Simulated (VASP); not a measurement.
# Driving VASP from ASE on ZnO (zincite), part 3 of 3

Do ASE scripts that read ZnO (zincite) from different structure formats give one answer, and do several routes find one equilibrium volume? All runs use r2SCAN. Left out of this account: 1 further run (fields: a reference on another mesh). The start is a cell from a database of measured crystal structures.

VASP 6.6.1; r2SCAN; plane waves and PAW (Zn, O).

So far. Step 4 (Relaxing cell and atoms (r2SCAN, through ASE)): It ends with a largest force of 0.004 eV/Å and a pressure of 0.04 GPa. Step 5 (Equation of state by an ASE loop (r2SCAN)): The fitted volume lies +0.02 % from the relaxed one.

## (6) Relaxation driven by ASE (r2SCAN)

Here ASE drives the relaxation and calls VASP for forces and stress at each step.

File run.py:

```python
import numpy as np
from ase.calculators.vasp import Vasp
from ase import Atoms
from ase.optimize import BFGS
from ase.filters import FrechetCellFilter

atoms = Atoms(['Zn', 'Zn', 'O', 'O'],
              cell=[[3.249308, 0.0, 0.0], [-1.624654, 2.81398327, 0.0], [0.0, 0.0, 5.205709]],
              scaled_positions=[[0.33333333, 0.66666667, 0.5], [0.66666667, 0.33333333, 0.0], [0.66666667, 0.33333333, 0.37901], [0.33333333, 0.66666667, 0.87901]],
              pbc=True)

calc = Vasp(
    xc='r2scan',
    pp='PBE',
    prec='Accurate',
    encut=520,
    ediff=1e-06,
    nelm=100,
    ismear=-1,
    sigma=0.05,
    lreal=False,
    algo='Normal',
    lasph=True,
    nbands=24,
    lorbit=11,
    lwave=False,
    lcharg=False,
    kpar=4,
    isif=2,
    pp_version='64',
    setups={'Zn': '', 'O': ''},
    kpts=(8, 8, 5),
    gamma=True,
    txt='vasp.out',
)
atoms.calc = calc

BFGS(FrechetCellFilter(atoms)).run(fmax=0.02, steps=30)
print("cell (A, degrees):", np.round(atoms.cell.cellpar(), 4))
print("volume (A^3):", round(atoms.get_volume(), 4))
print("energy (eV):", round(atoms.get_potential_energy(), 6))
print("Fermi level (eV):", round(calc.get_fermi_level(), 4))
print("forces (eV/A):")
print(np.round(atoms.get_forces(), 4))
print("stress (GPa, Voigt, tension positive):", np.round(atoms.get_stress() * 160.21766, 3))
```

The projector-augmented-wave data sets are Zn and O (PBE family, release 64).

On the command line:

```sh
export ASE_VASP_COMMAND="mpirun -np 4 vasp_std"
python run.py
```

Output:

```text
Step     Time          Energy          fmax
BFGS:    0 --:--:--      -36.316969        0.086017
BFGS:    1 --:--:--      -36.317487        0.063623
BFGS:    2 --:--:--      -36.318206        0.013576
cell (A, degrees): [  3.2467   3.2467   5.2119  90.      90.     120.    ]
volume (A^3): 47.5784
energy (eV): -36.318206
Fermi level (eV): 1.4999
forces (eV/A):
[[-0.     -0.      0.0046]
 [ 0.     -0.      0.0046]
 [ 0.     -0.     -0.0046]
 [-0.      0.     -0.0046]]
stress (GPa, Voigt, tension positive): [ 0.152  0.152 -0.183 -0.     0.    -0.   ]
```

The job ended after 85 s (4 MPI ranks of Intel Xeon Platinum 8259CL at 2.50GHz (Skylake/Cascade Lake), shared host; peak memory 0.69 GiB).

ASE turned this into the INCAR:

```
ENCUT = 520.000000
SIGMA = 0.050000
EDIFF = 1.00e-06
ALGO = Normal
METAGGA = R2SCAN
PREC = Accurate
ISIF = 2
ISMEAR = -1
KPAR = 4
LORBIT = 11
NBANDS = 24
NELM = 100
LASPH = .TRUE.
LCHARG = .FALSE.
LWAVE = .FALSE.
LREAL = .FALSE.
```

ASE turned this into the KPOINTS:

```
KPOINTS created by Atomic Simulation Environment
0
Gamma
8 8 5
0 0 0
```

vasp.out (the last of its runs):

```text
[... set-up lines as in an earlier step ...]
 entering main loop
       N       E                     dE             d eps       ncg     rms          rms(c)
DAV:   1     0.259902369892E+03    0.25990E+03   -0.19046E+04  1472   0.224E+03
DAV:   2    -0.198342734861E+02   -0.27974E+03   -0.26506E+03  1592   0.428E+02
DAV:   3    -0.462136162699E+02   -0.26379E+02   -0.26208E+02  1664   0.139E+02
DAV:   4    -0.465917204918E+02   -0.37810E+00   -0.37797E+00  1632   0.177E+01
DAV:   5    -0.465939933301E+02   -0.22728E-02   -0.22728E-02  1704   0.127E+00    0.143E+01
DAV:   6    -0.359863306038E+02    0.10608E+02   -0.53944E+00  2024   0.707E+01    0.101E+01
DAV:   7    -0.363354870816E+02   -0.34916E+00   -0.49460E+00  1456   0.206E+01    0.518E+00
DAV:   8    -0.363516636939E+02   -0.16177E-01   -0.58815E-01  2192   0.955E+00    0.281E+00
DAV:   9    -0.363208755366E+02    0.30788E-01   -0.13141E-01  1648   0.359E+00    0.525E-01
DAV:  10    -0.363178554623E+02    0.30201E-02   -0.36214E-02  2160   0.264E+00    0.170E-01
DAV:  11    -0.363182652434E+02   -0.40978E-03   -0.78360E-03  1576   0.821E-01    0.380E-02
DAV:  12    -0.363182411953E+02    0.24048E-04   -0.17681E-04  1576   0.134E-01    0.335E-02
DAV:  13    -0.363182053758E+02    0.35819E-04   -0.70206E-05  1944   0.141E-01    0.418E-03
DAV:  14    -0.363182038924E+02    0.14834E-05   -0.21993E-05  1672   0.385E-02    0.140E-02
DAV:  15    -0.363182068558E+02   -0.29634E-05   -0.64935E-06  1528   0.237E-02    0.449E-03
DAV:  16    -0.363182056722E+02    0.11836E-05   -0.64741E-07   968   0.128E-02    0.181E-03
DAV:  17    -0.363182063553E+02   -0.68312E-06   -0.64239E-07   776   0.812E-03
   1 F= -.36318206E+02 E0= -.36318206E+02  d E =-.816086E-07
```

Parts of OUTCAR (step 6):

```text
   ENCUT  =  520.0 eV  38.22 Ry    6.18 a.u.   6.04  6.04  9.69*2*pi/ulx,y,z

   NELECT =      36.0000    total number of electrons

 E-fermi :   1.4999

 k-point     1 :       0.0000    0.0000    0.0000
  band No.  band energies     occupation
    ...
     14       0.0457      2.00000
     15       0.0458      2.00000
     16       0.7568      2.00000
     17       0.8515      2.00000
     18       0.8515      2.00000
     19       2.0785      0.00002
     20       6.6809      0.00000
     21       9.6846      0.00000
     22      14.5098      0.00000
     23      14.5100      0.00000
    ...

  Total       -0.0450768     -0.0450768      0.0543053      0.0000000      0.0000000     -0.0000000
  in kB       -1.5179398     -1.5179398      1.8287024      0.0000000      0.0000000     -0.0000000
  external PRESSURE =      -0.4023924 kB  Pullay stress =       0.0000000 kB

 POSITION                                       TOTAL-FORCE (eV/Angst)
 -----------------------------------------------------------------------------------
     -0.00000      1.87447      2.60097        -0.000000     -0.000000      0.004597
      1.62334      0.93724      5.20694         0.000000     -0.000000      0.004597
      1.62334      0.93724      1.98038         0.000000     -0.000000     -0.004597
     -0.00000      1.87447      4.58635        -0.000000      0.000000     -0.004597
 -----------------------------------------------------------------------------------
    total drift:                                0.000005     -0.000001     -0.070313

  FREE ENERGIE OF THE ION-ELECTRON SYSTEM (eV)
  ---------------------------------------------------
  free  energy   TOTEN  =       -36.3182063553 eV

  energy  without entropy=      -36.3182062737  energy(sigma->0) =      -36.31820631

[... 5 parts as in an earlier step ...]

[... 11 further parts left out ...]
```

Numbers from this step:

| Property | Result |
| --- | --- |
| optimizer steps | 2 |
| volume after bfgs | 11.89 Å³/atom |

## (7) The runs together

| run | atoms | mesh | energy (eV/atom) | pressure (GPa) |
| --- | --- | --- | --- | --- |
| ASE, structure read from an extended xyz file | 4 | 8×8×5 | -9.07924 | -0.114 |
| ASE, structure read from a CIF with its space group | 4 | 9×9×5 | -9.07926 | -0.113 |

## (8) Self-consistent run (r2SCAN, through ASE), changed input

A single point gives energy, forces and stress at these settings. Some settings are moved from the usual, to see what they do.

Edit run.py of step 6 so:

```diff
@@ -3,4 +3,3 @@
 from ase import Atoms
-from ase.optimize import BFGS
-from ase.filters import FrechetCellFilter
+from ase.dft.bandgap import bandgap
 
@@ -29,2 +28,3 @@
     isif=2,
+    nelect=35.5,
     pp_version='64',
@@ -37,5 +37,2 @@
 
-BFGS(FrechetCellFilter(atoms)).run(fmax=0.02, steps=30)
-print("cell (A, degrees):", np.round(atoms.cell.cellpar(), 4))
-print("volume (A^3):", round(atoms.get_volume(), 4))
 print("energy (eV):", round(atoms.get_potential_energy(), 6))
@@ -45 +42,3 @@
 print("stress (GPa, Voigt, tension positive):", np.round(atoms.get_stress() * 160.21766, 3))
+gap, p1, p2 = bandgap(calc, direct=False)
+print("gap on the mesh (eV):", round(gap, 4))
```

Output:

```text
energy (eV): -36.514633
Fermi level (eV): 0.0845
forces (eV/A):
[[-0.      0.     -0.0542]
 [ 0.      0.     -0.0542]
 [-0.      0.      0.0542]
 [ 0.     -0.      0.0542]]
stress (GPa, Voigt, tension positive): [15.453 15.453 13.217  0.    -0.     0.   ]
gap on the mesh (eV): 0.0
```

The job ended after 25 s (4 MPI ranks; peak memory 0.68 GiB; 94 s of CPU time).

ASE turned this into the INCAR:

```
ENCUT = 520.000000
NELECT = 35.500000
SIGMA = 0.050000
EDIFF = 1.00e-06
ALGO = Normal
METAGGA = R2SCAN
PREC = Accurate
ISIF = 2
ISMEAR = -1
KPAR = 4
LORBIT = 11
NBANDS = 24
NELM = 100
LASPH = .TRUE.
LCHARG = .FALSE.
LWAVE = .FALSE.
LREAL = .FALSE.
```

The KPOINTS that ASE wrote:

```
KPOINTS created by Atomic Simulation Environment
0
Gamma
8 8 5
0 0 0
```

vasp.out:

```text
[... set-up lines as in an earlier step ...]
 entering main loop
       N       E                     dE             d eps       ncg     rms          rms(c)
DAV:   1     0.252124683377E+03    0.25212E+03   -0.18168E+04  1464   0.214E+03
DAV:   2    -0.185718753524E+02   -0.27070E+03   -0.25681E+03  1568   0.422E+02
DAV:   3    -0.455679462786E+02   -0.26996E+02   -0.26680E+02  1640   0.140E+02
DAV:   4    -0.459719391209E+02   -0.40399E+00   -0.40367E+00  1656   0.182E+01
DAV:   5    -0.459742326595E+02   -0.22935E-02   -0.22935E-02  1672   0.131E+00BRMIX: very serious problems
 the old and the new charge density differ
 old charge density:    36.00000 new   35.50000
BRMIX: very serious problems
 the old and the new charge density differ
 old charge density:    36.00000 new   35.50000
BRMIX: very serious problems
 the old and the new charge density differ
 old charge density:    36.00000 new   35.50000
BRMIX: very serious problems
 the old and the new charge density differ
 old charge density:    36.00000 new   35.50000
    0.133E+01
DAV:   6    -0.363631998962E+02    0.96110E+01   -0.67825E+00  1952   0.857E+01    0.108E+01
DAV:   7    -0.364791221863E+02   -0.11592E+00   -0.38436E+00  1920   0.280E+01    0.521E+00
DAV:   8    -0.365234821169E+02   -0.44360E-01   -0.29469E-01  2192   0.713E+00    0.262E+00
DAV:   9    -0.365247684271E+02   -0.12863E-02   -0.67103E-02  1488   0.228E+00    0.325E-01
DAV:  10    -0.365231549638E+02    0.16135E-02   -0.10526E-02  2048   0.262E+00    0.102E-01
DAV:  11    -0.365236461510E+02   -0.49119E-03   -0.34082E-03  1520   0.532E-01    0.525E-02
DAV:  12    -0.365235473289E+02    0.98822E-04   -0.84269E-05  1672   0.115E-01    0.311E-02
DAV:  13    -0.365234848146E+02    0.62514E-04   -0.11096E-04  1952   0.145E-01    0.789E-03
DAV:  14    -0.365234846305E+02    0.18404E-06   -0.40803E-06  1544   0.201E-02
   1 F= -.36523485E+02 E0= -.36514633E+02  d E =-.177030E-01
```

From OUTCAR (step 8):

```text
NELECT = 35.500000

 ion  position               nearest neighbor table
   1  0.333  0.667  0.500-   4 1.97   3 1.98   3 1.98   3 1.98
   2  0.667  0.333  0.000-   3 1.97   4 1.98   4 1.98   4 1.98
   3  0.667  0.333  0.379-   2 1.97   1 1.98   1 1.98   1 1.98
   4  0.333  0.667  0.879-   1 1.97   2 1.98   2 1.98   2 1.98

 E-fermi :   0.0845

 k-point     1 :       0.0000    0.0000    0.0000
  band No.  band energies     occupation
    ...
     11      -3.8325      2.00000
     12      -3.8325      2.00000
     13      -3.5748      2.00000
     14      -0.2921      1.99893
     15      -0.2921      1.99893
     16       0.4414      0.00159
     17       0.5026      0.00047
     18       0.5026      0.00047
     19       2.1640      0.00000
     20       6.7562      0.00000
    ...

  Total       -4.5908751     -4.5908751     -3.9266649      0.0000000      0.0000000      0.0000000
  in kB     -154.5303477   -154.5303474   -132.1728163      0.0000000      0.0000000      0.0000000
  external PRESSURE =    -147.0778371 kB  Pullay stress =       0.0000000 kB

 POSITION                                       TOTAL-FORCE (eV/Angst)
 -----------------------------------------------------------------------------------
     -0.00000      1.87599      2.60285        -0.000000      0.000000     -0.054153
      1.62465      0.93799      0.00000         0.000000      0.000000     -0.054153
      1.62465      0.93799      1.97302        -0.000000      0.000000      0.054153
     -0.00000      1.87599      4.57587         0.000000     -0.000000      0.054153
 -----------------------------------------------------------------------------------
    total drift:                                0.000004     -0.000002     -0.080803

  FREE ENERGIE OF THE ION-ELECTRON SYSTEM (eV)
  ---------------------------------------------------
  free  energy   TOTEN  =       -36.5234846305 eV

  energy  without entropy=      -36.5057816186  energy(sigma->0) =      -36.51463312

[... 7 parts as in an earlier step ...]

[... 9 further parts left out ...]
```

The run converged; its settings lie outside those of the reference runs, so its numbers are set aside.

Settings moved from the usual: NELECT = 35.5.

NELECT differs from the neutral count, so the cell is charged against a uniform background: another system, not a numerical setting.

## (9) Summary of results

```yaml
energy_ase_structure_read_from_an_extended_xyz_file: -9.07924 eV/atom
energy_ase_structure_read_from_a_cif_with_its_space_group: -9.07926 eV/atom
volume_from_vasp_s_own_relaxation: 11.89 Å³/atom
volume_from_the_fit_of_the_ase_volume_loop: 11.89 Å³/atom
volume_from_bfgs_in_ase: 11.89 Å³/atom
```

In words: With the structure read from a CIF with its space group, ASE's run reproduces the energy of the first script. The routes to the equilibrium volume agree within 0.05 %. VASP's relaxation keeps the plane waves of its start, while ASE starts VASP afresh at each cell, and a loop at fixed shape can't relax anything but the volume.

[Lines on the potential files, build, host, timing and source positions are cut from VASP's logs without a mark.]

[Logs are printed without paths, hosts, clocks, repeated set-up lines and the standing remarks that a program may print on its own settings, such as how far it seeks lower states.]

[Hosts, paths, dates, database ids (printed as entryN), source tags and the programs' standing remarks are cut or masked in the printed files.]

[A measured line is paired with the nearest computed mode of its activity, which favours agreement.]
